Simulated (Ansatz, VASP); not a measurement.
# Cross-check of PtSe2 (Sudovikovite) between VASP and Ansatz, part 2 of 2

Aim: how closely do two programs agree when they are given the same cell, functional and k mesh? The cell is taken from a series of runs on this material, whose earlier steps may have relaxed, scaled, displaced or heated it; both programs get it as it stands.

VASP 6.6.1 and Ansatz 0.2.0.

So far: The starting structure; VASP: zone-centre phonons, LDA.

### 3. Ansatz: zone-centre phonons, LDA

Level of this step: Ansatz beside VASP: Kohn-Sham DFT, plane waves, LDA (Ansatz).

Ansatz runs on its PAW soft_1 files.

The same cell, functional (in two slightly different forms), mesh and smearing now go to Ansatz.

The input, input.yaml:

```yaml
crystal:
  lattice:
    - [3.7404969705, 0.0, 0.0]
    - [-1.8702484853, 3.2393653993, 0.0]
    - [0.0, 0.0, 4.740941725]
  atoms:
    - { symbol: Pt, position: [0.0, 0.0, 0.0] }
    - { symbol: Se, position: [0.3333333333, 0.6666666667, 0.264192952] }
    - { symbol: Se, position: [0.6666666667, 0.3333333333, 0.735807048] }
kpoints:
  mp_grid: { grid: [9, 9, 4] }
hamiltonian:
  xc: lda
  pseudopotentials: { kind: paw, azcp: { folder: soft_1 }, xc_functional: pbe }
scf:
  occupations: { method: gaussian, width: 0.1 }
output:
  eigenvalues: true
basis:
  ecutwfc: 260.0
phonons:
  method: dfpt
```

Command:

```console
$ ansatz run input.yaml --threads 8 --pin off --max-ram 15360MiB --backend cpu --events-out ev --progress --plain --runs-dir out
```

Numbers of over 12 decimals in the logs are rounded to 6 here.

Log:

```text
Warning: basis.ecutwfc = 260 eV is below the records' recommended 420 eV, and the density's cutoff is lower with it unless basis.ecutrho_ratio is high enough to keep the records' density cutoff: compare with a run at a higher cutoff
Engine: ansatz 0.2.0, x86_64-unknown-linux-gnu
Pseudopotentials: kind: paw
Pseudopotential: Pt, paw, valence charge 18, recommended cutoff 420 eV (normal), soft_1/Pt.paw.azcp
Pseudopotential: Se, paw, valence charge 16, recommended cutoff 420 eV (normal), soft_1/Se.paw.azcp
Functional definition: SPW92
  exchange = slater_x
  correlation = pw_c
Crystal: 3 atoms, lattice volume = 57.445 Å³
Basis set: ecut = 260 eV, 541 PW (Γ), exchange–correlation on 40×40×50 points (8 copies of the dense FFT grid, shifted against one another)
Bands: 30, of which v1, the nominal top of the filled ones, is band 25 counted from 1 (24 counted from 0)
Symmetry: 12 space group operations
k-points: 95 of 324 (irreducible under 2 space group operations, time reversal used)
Non-local potential: Pt, projectors of the file, l = 0: 3, l = 1: 2, l = 2: 2, l = 3: 1
Non-local potential: Se, projectors of the file, l = 0: 2, l = 1: 2, l = 2: 3, l = 3: 1
PAW form: soft (Blöchl's): semilocal exchange-correlation on the pseudo side does not see the compensation charge
PAW frozen core: Pt, regenerated for the run's functional, and the local potential with it (the file was generated under x = pbe(κ = 0.804, μ = 0.219515), c = pbe(β = 0.066725))
PAW frozen core: Se, regenerated for the run's functional, and the local potential with it (the file was generated under x = pbe(κ = 0.804, μ = 0.219515), c = pbe(β = 0.066725))
PAW one-centre angular grid: Pt, 590 points (default); XC on 64 Gauss nodes
PAW one-centre angular grid: Se, 590 points (default); XC on 64 Gauss nodes
Initial density: superposition of atomic densities (chi_scale 0.1, normalization cell, long waves kept (reshape's long-wave potential 0.01 eV rms))
Initial wavefunctions: pseudopotential atomic-orbital guess
Functional: x = slater, c = lda
SCF iter   1: F=—  HF=-23012.929260 eV  |F-HF|=—  |Δ(HF+E_count)|=         —  Δρ=5.45e-2  dr2=1.03e0  ethr=3.10e-3  ⟨swp⟩=4.9  Hψ=9776  notcnv=0
preconditioner: auto → LDOS  [metal: Δε(μ)=0.075 eV  Ē_g=10.304 eV  σ=0.100 eV  W_gap=0.36  n_scr=22 (ndim 8)  ℏωp=23.0 eV  f_vac=0.014  D(μ)=0.63/eV (n_scr^D=2)  β→1.0]
SCF iter   2: F=—  HF=-23012.847460 eV  |F-HF|=—  |Δ(HF+E_count)|=   8.18e-2  Δρ=3.57e-2  dr2=8.12e-1  ethr=2.06e-3  ⟨swp⟩=2.0  Hψ=6386  notcnv=0  defer=72
SCF iter   3: F=—  HF=-23012.585020 eV  |F-HF|=—  |Δ(HF+E_count)|=   2.62e-1  Δρ=2.92e-3  dr2=3.86e-3  ethr=1.62e-3  ⟨swp⟩=2.0  Hψ=5461  notcnv=0  defer=72
SCF iter   4: F=—  HF=-23012.584160 eV  |F-HF|=—  |Δ(HF+E_count)|=   8.60e-4  Δρ=8.10e-4  dr2=7.95e-4  ethr=7.73e-6  ⟨swp⟩=2.1  Hψ=4745  notcnv=0  defer=69
SCF iter   5: F=—  HF=-23012.583889 eV  |F-HF|=—  |Δ(HF+E_count)|=   2.71e-4  Δρ=1.67e-4  dr2=1.00e-5  ethr=1.59e-6  ⟨swp⟩=2.1  Hψ=3835  notcnv=0  defer=69
SCF iter   6: F=—  HF=-23012.583888 eV  |F-HF|=—  |Δ(HF+E_count)|=   8.14e-7  Δρ=2.98e-5  dr2=5.74e-7  ethr=2.00e-8  ⟨swp⟩=2.0  Hψ=3676  notcnv=0  defer=69
SCF iter   7: F=—  HF=-23012.583887 eV  |F-HF|=—  |Δ(HF+E_count)|=   8.53e-7  Δρ=6.08e-6  dr2=1.56e-8  ethr=1.15e-9  ⟨swp⟩=3.0  Hψ=4916  notcnv=0  defer=69
SCF iter   8: F=—  HF=-23012.583887 eV  |F-HF|=—  |Δ(HF+E_count)|=   2.12e-9  Δρ=1.06e-6  dr2=4.06e-10  ethr=3.13e-11  ⟨swp⟩=2.0  Hψ=4773  notcnv=0  defer=69
SCF iter   9: F=-23012.583887 eV  HF=-23012.583887 eV  |F-HF|=7.28e-12  |Δ(HF+E_count)|=  2.18e-10  Δρ=1.28e-7  dr2=5.80e-12  ethr=1.00e-12  ⟨swp⟩=7.1  Hψ=13964  notcnv=0
SCF 1 converged in 9 iterations: F = -23012.583887 eV  dr2 = 5.80e-12
  greatest PAW one-centre occupation: 1.000 electrons in one spin orbital (limit 2), on the Pt atom at site 0 (counted from 0), in its partial waves of l = 0
DFPT response loops at Γ: preconditioner auto → Kerker (q_TF=auto, 2.666 Å⁻¹) (partly filled bands, converged f_vac=0.024); β = 1.00, the filter's whole step (`scf.mixing.beta` (0.50) is not read by the response loops under this deck's `scf.mixing.preconditioner`; to damp them name `kerker` or `kerker_dos`, under which they read `scf.mixing.beta`, and type it under 1.00, their step now; both keys bind the ground state too); Broyden in place of MSR1
SCF converged after 9 iterations
Free energy (F): -23012.583887 eV
Harris-Foulkes:  -23012.583887 eV  (|F-HF|=7.28e-12)
Internal energy: -23012.579097 eV  (E = F + TS)
E sigma→0 (E₀):  -23012.581492 eV
Entropy (-TS):   -0.004790 eV (-1.597 meV/atom)
Fermi energy:    13.668526 eV
--- Per-component energies (eV) ---
  E_band       = -959.579089
  E_kinetic    = 826.134080
  E_local      = -6801.945883  (includes V_loc(G=0)·N_el)
  E_nonlocal   = -480.747527
  E_hartree    = 3347.554769
  E_xc         = -403.035303
  E_vxc        = -455.481991  (∫ρ·V_xc dr)
  E_paw        = -13310.772433  (= ΣΔE_a)
  E_vpaw       = -742.609994  (= ΣTr[D̂ρ^β])
  E_aug_tail   = -0.037258  (compensation charges beyond the density's cutoff)
  E_ewald      = -6194.628171
  E_core_change = 4.898628  (= ΣΔE_core)
  E_smearing   = -0.004790  (= −TS)
  E_closure    = -0.000000  (closes the sum)
  Σ components = -23012.583887   (vs F -23012.583887, Δ=0.00e0)
--- Band table (eV; the first three rows and the last of 95) ---
  k-point 0: bands = [... 21 lower, 11.1281, 12.5902, 12.5902, 14.4859, 14.7601, 14.7601, 16.8147, 17.7848, ... 1 higher]
  k-point 1: bands = [... 21 lower, 11.0747, 12.1806, 12.1806, 13.0409, 15.4172, 15.4172, 17.5351, 19.1416, ... 1 higher]
  k-point 2: bands = [... 21 lower, 10.6295, 11.8552, 11.8552, 11.9369, 16.0921, 16.0921, 18.6346, 20.2760, ... 1 higher]
  k-point 94: bands = [... 21 lower, 10.2910, 11.0255, 11.0656, 11.6056, 14.8542, 15.6624, 19.3235, 19.7482, ... 1 higher]
--- Phonons (Γ-DFPT): 4 representative perturbations + reference, on 95 of 324 k-points (Σ response iterations 28) ---
  k mesh reduced under 2 symmetry operations, with k and −k counted as one. Each operation leaves every solved perturbation unchanged. A smaller set is not used because it would not reduce the number of displacements times k-points to solve
  ASR residual: 1.376e-4 → 0.000e0 eV/Å²; symmetrization residual: 9.754e-5 eV/Å²
  ASR residual per site (eV/Å²): 1.38e-4 4.26e-5 4.26e-5
  Γ frequencies (cm⁻¹): 0.00 0.00 0.00 168.06 168.06 208.30 218.70 218.70 220.06
  non-analytic LO–TO correction: not included (Born effective charges unavailable; polar crystals: no LO–TO splitting at Γ)
```

In the SCF lines HF is the Harris–Foulkes energy and dr2 the Hartree energy of the density residual, in eV; the loop may stop once dr2 is under the threshold and the program's other checks hold. Hψ counts applications of the Hamiltonian.

### 4. Side by side

Known differences besides the potentials themselves: the data sets hold 50 valence electrons in Ansatz (on its PAW soft_1 files) and 22 in VASP; the cutoff is 260 eV in Ansatz and 500 eV in VASP; VASP's log shows a relativistic correction to its local exchange, Ansatz's none; Ansatz's log warns that its cutoff lies below the recommended one. Total energies have different zeros and are not compared.

Both answers:

| quantity | Ansatz | VASP | difference |
| --- | --- | --- | --- |
| optical mode 1 to 2 (cm⁻¹) | 168.1 | 167.1 | +0.57 % |
| optical mode 3 (cm⁻¹) | 208.3 | 205.8 | +1.20 % |
| optical mode 4 to 5 (cm⁻¹) | 218.7 | 220.6 | -0.87 % |
| optical mode 6 (cm⁻¹) | 220.1 | 220.8 | -0.33 % |

Modes are paired by rising frequency, not by their patterns, so a pair may set unlike modes beside each other; they are those without the splitting of longitudinal modes.

### 5. Results

| Quantity | Value |
| --- | --- |
| r.m.s. difference of the optical zone-centre modes, each program's sorted by frequency (zone-centre phonons, LDA) | 1.6 cm⁻¹ |
| difference in optical mode 3 (zone-centre phonons, LDA) | +1.2 % |

The r.m.s. difference of the optical zone-centre modes, each program's sorted by frequency is 1.6 cm⁻¹ (zone-centre phonons, LDA). The data sets hold unlike numbers of valence electrons (50 in Ansatz and 22 in VASP), so part of the differences comes from the potentials. Among the rows given in per cent, the largest difference of the zone-centre phonons, LDA pair is in optical mode 3, +1.2 %. Such differences can come from data sets, numerical settings and the points named under the comparisons, not from the functional's error against experiment.

[Lines on the potential files, build, host, timing and source positions are cut from VASP's logs without a mark.]

[Logs are printed without paths, hosts, clocks, repeated set-up lines and the standing remarks that a program may print on its own settings, such as how far it seeks lower states.]

[Hosts, paths, dates, database ids (printed as entryN), source tags and the programs' standing remarks are cut or masked in the printed files.]
